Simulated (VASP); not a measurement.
These are PBE GGA, VASP's PBE PAW potentials (set 64) (plane waves; VASP) values and carry that method's errors.

A VASP calculation is set up with these files.

**KPOINTS**
```
Regular mesh
0
Monkhorst
  10 10 10
```

File POSCAR:
```
Ni3Al
1.0
  3.5017940000   0.0000000000   0.0000000000
  0.0000000000   3.5058800000   0.0000000000
  0.0000000000   0.0000000000   3.6196940000
Al Ni
1 3
direct
  0.0000000000   0.0000000000   0.0000000000
  0.0000000000   0.5000000000   0.5000000000
  0.5000000000   0.0000000000   0.5000000000
  0.5231620000   0.5000000000   0.0000000000
```

**INCAR**
```
# general
SYSTEM  = Ni3Al
PREC    = Accurate
ENCUT   = 400
LREAL   = F
LASPH   = T

# electronic loop
EDIFF   = 1E-6
NELM    = 100
ALGO    = Normal
LMAXMIX = 4

# smearing
ISMEAR  = 1
SIGMA   = 0.1

# functional
GGA     = PE

# spin
ISPIN   = 2
MAGMOM  = 0.0 0.5 0.5 0.5

# ions
ISIF    = 2

# output
LWAVE   = F
LCHARG  = F
LORBIT  = 10
```

POTCAR, in this order: Al Ni (PBE.64 set). Program: vasp_std.

The run wrote:

### OUTCAR
```
 ion  position               nearest neighbor table
   1  0.000  0.000  0.000-   4 2.42   4 2.42   3 2.52   3 2.52   3 2.52   3 2.52   2 2.52   2 2.52
                             2 2.52   2 2.52   4 2.54   4 2.54
   2  0.000  0.500  0.500-   4 2.46   4 2.46   3 2.48   3 2.48   3 2.48   3 2.48   1 2.52   1 2.52
                             1 2.52   1 2.52   4 2.58   4 2.58
   3  0.500  0.000  0.500-   2 2.48   2 2.48   2 2.48   2 2.48   1 2.52   1 2.52   1 2.52   1 2.52
                             4 2.52   4 2.52   4 2.52   4 2.52
   4  0.523  0.500  0.000-   1 2.42   1 2.42   2 2.46   2 2.46   3 2.52   3 2.52   3 2.52   3 2.52
                             1 2.54   1 2.54   2 2.58   2 2.58
  LATTYP: Found a simple orthorhombic cell.
 ALAT       =     3.5017940000
 B/A-ratio  =     1.0011668305
 C/A-ratio  =     1.0336684568
 Subroutine PRICEL returns:
 Original cell was already a primitive cell.
 Subroutine GETGRP returns: Found  4 space group operations
The static configuration has the point symmetry C_2v.
The dynamic configuration has the point symmetry C_2v.
The overall configuration has the point symmetry C_2v.
 Subroutine INISYM returns: Found  4 space group operations
 Subroutine IBZKPT returns following result:
 Found    125 irreducible k-points:

 Following reciprocal coordinates:
            Coordinates               Weight
  0.050000  0.050000  0.050000      8.000000
  0.150000  0.050000  0.050000      8.000000
  0.250000  0.050000  0.050000      8.000000
  0.350000  0.050000  0.050000      8.000000
  0.450000  0.050000  0.050000      8.000000
  0.050000  0.150000  0.050000      8.000000
  0.150000  0.150000  0.050000      8.000000
  0.250000  0.150000  0.050000      8.000000
  0.350000  0.150000  0.050000      8.000000
  0.450000  0.150000  0.050000      8.000000
  0.050000  0.250000  0.050000      8.000000
  0.150000  0.250000  0.050000      8.000000
  0.250000  0.250000  0.050000      8.000000
  0.350000  0.250000  0.050000      8.000000
  0.450000  0.250000  0.050000      8.000000
...
```

### OSZICAR
```
       N       E                     dE             d eps       ncg     rms          rms(c)
DAV:   1     0.169060202282E+03    0.16906E+03   -0.12181E+04 10580   0.164E+03
DAV:   2    -0.178171396960E+02   -0.18688E+03   -0.17870E+03 10510   0.328E+02
DAV:   3    -0.258792578677E+02   -0.80621E+01   -0.76102E+01 11622   0.940E+01
DAV:   4    -0.260170728793E+02   -0.13782E+00   -0.13730E+00 12395   0.109E+01
DAV:   5    -0.260218944127E+02   -0.48215E-02   -0.48207E-02 12659   0.192E+00    0.197E+01
DAV:   6    -0.268272738661E+02   -0.80538E+00   -0.64897E+01 11722   0.134E+02    0.209E+01
DAV:   7    -0.218872297001E+02    0.49400E+01   -0.18739E+01 11774   0.729E+01    0.272E+00
DAV:   8    -0.219998202556E+02   -0.11259E+00   -0.80130E-01 15147   0.249E+01    0.471E+00
DAV:   9    -0.218633264202E+02    0.13649E+00   -0.32805E-01 13467   0.210E+01    0.147E+00
DAV:  10    -0.218488157212E+02    0.14511E-01   -0.68510E-02 11815   0.375E+00    0.491E-01
DAV:  11    -0.218495812417E+02   -0.76552E-03   -0.80833E-03 14086   0.303E+00    0.444E-01
DAV:  12    -0.218483022877E+02    0.12790E-02   -0.37266E-03 13211   0.242E+00    0.130E-01
DAV:  13    -0.218482581557E+02    0.44132E-04   -0.58078E-04 14524   0.454E-01    0.713E-02
DAV:  14    -0.218482436299E+02    0.14526E-04   -0.88177E-05 12983   0.156E-01    0.340E-02
DAV:  15    -0.218482462637E+02   -0.26338E-05   -0.10437E-05 13352   0.636E-02    0.144E-02
DAV:  16    -0.218482466052E+02   -0.34147E-06   -0.15858E-06  6770   0.275E-02
   1 F= -.21848247E+02 E0= -.21848238E+02  d E =-.257952E-04  mag=     0.7145
```

File OUTCAR:
```
------------------------ aborting loop because EDIFF is reached ----------------------------------------
  FORCE on cell =-STRESS in cart. coord.  units (eV):
  Direction    XX          YY          ZZ          XY          YZ          ZX
  --------------------------------------------------------------------------------------
  Total        1.4413255      1.4597100      0.4918927      0.0000000      0.0000000      0.0000000
  in kB       51.9652656     52.6280985     17.7346022      0.0000000      0.0000000      0.0000000
  external PRESSURE =      40.7759887 kB  Pullay stress =       0.0000000 kB
  volume of cell :       44.44
      direct lattice vectors                 reciprocal lattice vectors
     3.501794000  0.000000000  0.000000000     0.285567912  0.000000000  0.000000000
     0.000000000  3.505880000  0.000000000     0.000000000  0.285235091  0.000000000
     0.000000000  0.000000000  3.619694000     0.000000000  0.000000000  0.276266447
 POSITION                                       TOTAL-FORCE (eV/Angst)
 -----------------------------------------------------------------------------------
      0.00000      0.00000      0.00000         0.394009      0.000000      0.000000
      0.00000      1.75294      1.80985         0.356251      0.000000      0.000000
      1.75090      0.00000      1.80985         0.013317      0.000000      0.000000
      1.83201      1.75294      0.00000        -0.763577      0.000000      0.000000
 -----------------------------------------------------------------------------------
    total drift:                               -0.000231      0.000000      0.000010
  FREE ENERGIE OF THE ION-ELECTRON SYSTEM (eV)
  ---------------------------------------------------
  free  energy   TOTEN  =       -21.8482466052 eV

  energy  without entropy=      -21.8482208100  energy(sigma->0) =      -21.84823801

 total charge

# of ion       s       p       d       tot
------------------------------------------
    1        0.411   0.400   0.000   0.811
    2        0.501   0.531   8.382   9.414
    3        0.500   0.529   8.382   9.411
    4        0.502   0.533   8.393   9.428
--------------------------------------------------
tot          1.913   1.993  25.157  29.064

 magnetization (x)

# of ion       s       p       d       tot
------------------------------------------
    1       -0.000  -0.008   0.000  -0.008
    2       -0.003  -0.008   0.272   0.261
    3       -0.003  -0.009   0.270   0.258
    4       -0.003  -0.009   0.252   0.240
--------------------------------------------------
tot         -0.009  -0.034   0.794   0.752
```
(Selected blocks of OUTCAR.)

The compound is Ni3Al in the L1_2 structure. The cell was not relaxed at this level, atoms are displaced from their ideal sites. The run is one of a series of settings (KPOINTS 10×10×10 Monkhorst-Pack mesh against the base run), some of them coarse on purpose.
